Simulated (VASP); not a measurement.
Output of a VASP run:

OSZICAR:
```
       N       E                     dE             d eps       ncg     rms          rms(c)
DAV:   1     0.411978380927E+02    0.41198E+02   -0.42776E+03   630   0.102E+03
DAV:   2    -0.539365268777E+01   -0.46591E+02   -0.44799E+02   833   0.157E+02
DAV:   3    -0.733318850964E+01   -0.19395E+01   -0.19369E+01   747   0.381E+01
DAV:   4    -0.737207030097E+01   -0.38882E-01   -0.38840E-01   967   0.554E+00
DAV:   5    -0.737237127801E+01   -0.30098E-03   -0.30096E-03   862   0.473E-01    0.231E+00
DAV:   6    -0.731336885329E+01    0.59002E-01   -0.14983E-01   733   0.231E+00    0.158E+00
DAV:   7    -0.731781602539E+01   -0.44472E-02   -0.52448E-02   961   0.154E+00    0.788E-01
DAV:   8    -0.732245439395E+01   -0.46384E-02   -0.91917E-03   716   0.817E-01    0.111E-01
DAV:   9    -0.732249066843E+01   -0.36274E-04   -0.38128E-04   825   0.177E-01    0.412E-02
DAV:  10    -0.732257447950E+01   -0.83811E-04   -0.17791E-04   683   0.121E-01    0.319E-02
DAV:  11    -0.732258204640E+01   -0.75669E-05   -0.14777E-05   850   0.338E-02    0.109E-02
DAV:  12    -0.732258271161E+01   -0.66521E-06   -0.82422E-07   715   0.922E-03    0.657E-03
DAV:  13    -0.732258143784E+01    0.12738E-05   -0.54649E-07   802   0.602E-03    0.585E-04
DAV:  14    -0.732258156868E+01   -0.13084E-06   -0.10474E-08   360   0.109E-03    0.182E-04
DAV:  15    -0.732258153788E+01    0.30801E-07   -0.18616E-09   339   0.414E-04
   1 F= -.73225815E+01 E0= -.73225815E+01  d E =-.295188E-16
```

**OUTCAR**
```
------------------------ aborting loop because EDIFF is reached ----------------------------------------
  FORCE on cell =-STRESS in cart. coord.  units (eV):
  Direction    XX          YY          ZZ          XY          YZ          ZX
  --------------------------------------------------------------------------------------
  Total       -0.2052938     -0.2052938     -0.2052938      0.0000000      0.0000000      0.0000000
  in kB       -9.5019395     -9.5019395     -9.5019395      0.0000000      0.0000000      0.0000000
  external PRESSURE =      -9.5019395 kB  Pullay stress =       0.0000000 kB
  volume of cell :       34.62
      direct lattice vectors                 reciprocal lattice vectors
     0.000000000  2.586711999  2.586711999    -0.193295581  0.193295581  0.193295581
     2.586711999  0.000000000  2.586711999     0.193295581 -0.193295581  0.193295581
     2.586711999  2.586711999  0.000000000     0.193295581  0.193295581 -0.193295581
  FREE ENERGIE OF THE ION-ELECTRON SYSTEM (eV)
  ---------------------------------------------------
  free  energy   TOTEN  =        -7.3225815379 eV

  energy  without entropy=       -7.3225815379  energy(sigma->0) =       -7.32258154
```
(Selected blocks of OUTCAR.)

**POSCAR**
```
LiCl
1
    0.0000000000     2.5867119993     2.5867119993
    2.5867119993     0.0000000000     2.5867119993
    2.5867119993     2.5867119993     0.0000000000
Li Cl
1 1
Direct
  0.0000000000   0.0000000000   0.0000000000
  0.5000000000   0.5000000000   0.5000000000
```

Question: Reconstruct the remaining input files.

Answer: Several could match; the one computed here: the input of the run itself, AM05 GGA, plane waves, VASP's PBE PAW potentials (set 64).

### KPOINTS
```
Automatic mesh
0
G
9 9 9
0 0 0
```

INCAR:
```
ALGO=Normal
EDIFF=1E-7
ENCUT=520
GGA=AM
ISIF=2
ISMEAR=0
LASPH=.True.
LCHARG=.False.
LREAL=.False.
LWAVE=.False.
NELM=100
PREC=Accurate
SIGMA=0.05
SYSTEM=LiCl
```

POTCAR, in this order: Li_sv Cl (PBE.64 set). Program: vasp_std.

The compound is LiCl in the rock salt structure. This cell is one point of a volume scan, at 1.03 of the reference volume.
